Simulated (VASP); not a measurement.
Calculation: PBE GGA, VASP's PBE PAW potentials (set 64) (plane waves; VASP).

A VASP calculation is set up with these files.

### INCAR
```
SYSTEM = CuP
PREC = Accurate
ENCUT = 750
EDIFF = 1E-6
NELM = 100
ALGO = Normal
LREAL = .FALSE.
LASPH = .TRUE.
ISMEAR = 0
SIGMA = 0.05
GGA = PE
LMAXMIX = 4
LWAVE = .FALSE.
LCHARG = .FALSE.
ISIF = 2
```

### KPOINTS
```
Automatic mesh
0
Gamma
6 6 5
0 0 0
```

**POSCAR**
```
CuP
1
    1.9039440000    -5.0312400000     0.0000000000
    1.9039440000     5.0312400000     0.0000000000
    0.0000000000     0.0000000000     3.7521410000
P Cu
2 2
Direct
  0.5640000000   0.4360000000   0.2500000000
  0.4360000000   0.5640000000   0.7500000000
  0.8547500000   0.1452500000   0.2500000000
  0.1452500000   0.8547500000   0.7500000000
```

POTCAR, in this order: P Cu (PBE.64 set). Program: vasp_std.

Output

**OSZICAR**
```
       N       E                     dE             d eps       ncg     rms          rms(c)
DAV:   1     0.240437260986E+03    0.24044E+03   -0.17674E+04  1560   0.259E+03
DAV:   2     0.358269652632E+01   -0.23685E+03   -0.22916E+03  1560   0.396E+02
DAV:   3    -0.164187683219E+02   -0.20001E+02   -0.18365E+02  2092   0.138E+02
DAV:   4    -0.176218445409E+02   -0.12031E+01   -0.11657E+01  2356   0.285E+01
DAV:   5    -0.176484934143E+02   -0.26649E-01   -0.26622E-01  2116   0.386E+00    0.136E+01
DAV:   6    -0.194084681910E+02   -0.17600E+01   -0.41042E+01  1976   0.165E+02    0.122E+01
DAV:   7    -0.159545494605E+02    0.34539E+01   -0.11334E+01  1876   0.967E+01    0.434E+00
DAV:   8    -0.159068584144E+02    0.47691E-01   -0.30216E+00  2468   0.358E+01    0.237E+00
DAV:   9    -0.158616765034E+02    0.45182E-01   -0.41030E-01  2428   0.130E+01    0.552E-01
DAV:  10    -0.158644776038E+02   -0.28011E-02   -0.19307E-02  2444   0.276E+00    0.426E-01
DAV:  11    -0.158634528903E+02    0.10247E-02   -0.23076E-02  2340   0.411E+00    0.267E-01
DAV:  12    -0.158623289080E+02    0.11240E-02   -0.45941E-03  2396   0.169E+00    0.747E-02
DAV:  13    -0.158622797458E+02    0.49162E-04   -0.27800E-04  2476   0.165E-01    0.282E-02
DAV:  14    -0.158622684999E+02    0.11246E-04   -0.82627E-05  2488   0.215E-01    0.852E-03
DAV:  15    -0.158622687233E+02   -0.22339E-06   -0.11057E-05  2380   0.412E-02    0.533E-03
DAV:  16    -0.158622687512E+02   -0.27876E-07   -0.14643E-07   996   0.386E-03
   1 F= -.15862269E+02 E0= -.15860901E+02  d E =-.273609E-02
```

### OUTCAR
```
------------------------ aborting loop because EDIFF is reached ----------------------------------------
  FORCE on cell =-STRESS in cart. coord.  units (eV):
  Direction    XX          YY          ZZ          XY          YZ          ZX
  --------------------------------------------------------------------------------------
  Total       -4.0332841     -4.3653163     -4.1847773      0.0000000     -0.0000000      0.0000000
  in kB      -89.8940709    -97.2944236    -93.2705590      0.0000000     -0.0000000      0.0000000
  external PRESSURE =     -93.4863512 kB  Pullay stress =       0.0000000 kB
  volume of cell :       71.89
      direct lattice vectors                 reciprocal lattice vectors
     1.903944000 -5.031240000  0.000000000     0.262612766 -0.099379080  0.000000000
     1.903944000  5.031240000  0.000000000     0.262612766  0.099379080  0.000000000
     0.000000000  0.000000000  3.752141000     0.000000000  0.000000000  0.266514505
 POSITION                                       TOTAL-FORCE (eV/Angst)
 -----------------------------------------------------------------------------------
      1.90394     -0.64400      0.93804         0.000000     -1.127809      0.000000
      1.90394      0.64400      2.81411         0.000000      1.127809      0.000000
      1.90394     -3.56966      0.93804         0.000000      0.120154     -0.000000
      1.90394      3.56966      2.81411         0.000000     -0.120154      0.000000
 -----------------------------------------------------------------------------------
    total drift:                                0.000000     -0.000000     -0.000000
  FREE ENERGIE OF THE ION-ELECTRON SYSTEM (eV)
  ---------------------------------------------------
  free  energy   TOTEN  =       -15.8622687512 eV

  energy  without entropy=      -15.8595326636  energy(sigma->0) =      -15.86090071
```
(Selected blocks of OUTCAR.)

The structure was generated: CuP was put into the CrB type (Cmcm), which need not be its known phase. The cell was not relaxed at this level. The k-mesh is coarse (spacing up to 0.33 per Å, 2π included), so the numbers may not be converged in it. The run is one of a series of settings (ENCUT = 750 against the base run), some of them coarse on purpose.
